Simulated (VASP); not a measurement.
Input:

```
CELL_PARAMETERS angstrom
      1.88229    -3.26022     0.00000
      1.88229     3.26022     0.00000
      0.00000     0.00000     5.45855
ATOMIC_POSITIONS crystal
  Sn 0.00000 0.00000 0.00000
  Se 0.33333 0.66667 0.29052
  Se 0.66667 0.33333 0.70948
```

Calculation: PBE GGA, VASP's PBE PAW potentials (set 64) (plane waves; VASP 6.6.1). Settings: 500 eV cut-off, 9×9×6 Γ-centred mesh, first-order Methfessel-Paxton smearing of 0.10 eV, potentials Sn_d Se.

Energy and stress use the plane-wave basis of the starting cell. Without a dispersion term in the relaxation, distances and binding between the weakly bound layers, chains or molecules are unreliable, and so is what depends on them.

**Question.** The ions, cell shape and volume at an external pressure of 20.0 GPa are relaxed. What does this cell relax into?

**Answer.** 
```
CELL_PARAMETERS angstrom
      1.83159    -3.17243     0.00000
      1.83159     3.17243     0.00000
      0.00000     0.00000     5.24063
ATOMIC_POSITIONS crystal
  Sn 0.00000 0.00000 0.00000
  Se 0.33333 0.66667 0.30351
  Se 0.66667 0.33333 0.69649
```
Space group P-3m1 (164), at a tolerance of 0.03 Å.

**Question.** How do energy and volume change from the first to the last step?

**Answer.** The energy (σ→0) changes by +183.1 meV/atom and the volume by -9.1 %, in 13 ionic steps.

| step | E(σ→0) (eV) | max force (eV/Å) | pressure (GPa) | volume (Å³) |
|---|---|---|---|---|
| 1 | -11.4637 | 0.008 | 9.99 | 66.99 |
| 2 | -9.5240 | 1.943 | 45.07 | 54.36 |
| 3 | -11.0230 | 0.548 | 19.59 | 62.12 |
| 4 | -11.0043 | 0.569 | 19.96 | 61.96 |
| 5 | -10.9748 | 0.373 | 19.89 | 61.54 |
| 6 | -10.9010 | 0.022 | 19.94 | 60.85 |
| 7 | -10.9162 | 0.052 | 19.92 | 60.96 |
| 8 | -10.8989 | 0.023 | 20.24 | 60.80 |
| 9 | -10.8720 | 0.019 | 20.69 | 60.57 |
| 10 | -10.9506 | 0.097 | 19.14 | 61.21 |
| 11 | -10.9071 | 0.055 | 20.01 | 60.85 |
| 12 | -10.9109 | 0.027 | 20.02 | 60.88 |
| 13 | -10.9143 | 0.000 | 20.03 | 60.90 |

The compound is SnSe2 in the 1T layered structure. This run relaxes it under an external pressure of 20 GPa. Symmetry was kept, so distortions that lower it aren't found.
